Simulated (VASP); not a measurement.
Consider the following.

```
CELL_PARAMETERS angstrom
      1.77844    -3.08035     0.00000
      1.77844     3.08035     0.00000
      0.00000     0.00000     5.12190
ATOMIC_POSITIONS crystal
  Pt 0.00000 0.00000 0.00000
  S  0.33333 0.66667 0.23888
  S  0.66667 0.33333 0.76112
```

Level of theory: r2SCAN+rVV10, VASP's PBE PAW potentials (set 64) (plane waves; VASP). Settings: 520 eV cut-off, 8×8×5 Γ-centred mesh, tetrahedra with Blöchl corrections, potentials Pt S.

Unless said otherwise, spin-orbit coupling is left out, though it shifts the bands of the heavy elements here.

Q: Give the energies of bands 3 to 14 at the high-symmetry points, in eV from the valence-band maximum.

A: 
```tsv
band	Γ	M	K	A	L	H
3	-7.04	-7.43	-6.71	-6.68	-7.67	-6.41
4	-6.70	-6.01	-6.21	-6.68	-6.13	-6.41
5	-6.70	-5.27	-6.21	-5.68	-5.41	-6.30
6	-3.90	-4.30	-4.59	-3.92	-4.95	-4.38
7	-3.90	-3.24	-4.59	-3.92	-3.23	-4.38
8	-2.07	-3.22	-3.56	-2.64	-3.22	-3.75
9	-1.08	-3.22	-2.78	-1.31	-2.81	-3.48
10	-1.08	-3.09	-1.46	-1.31	-2.81	-1.97
11	0.00	-2.48	-1.46	-1.11	-1.45	-1.97
12	2.29	1.71	0.97	2.82	1.91	2.26
13	2.29	2.75	0.97	2.82	2.40	2.26
14	5.17	5.77	5.52	6.00	5.46	7.45
```

The gap is indirect, 0.93 eV, from the valence maximum at Γ to the conduction minimum at (0.00, 0.25, 0.40).

The compound is PtS2 in the 1T layered structure. It was relaxed first.
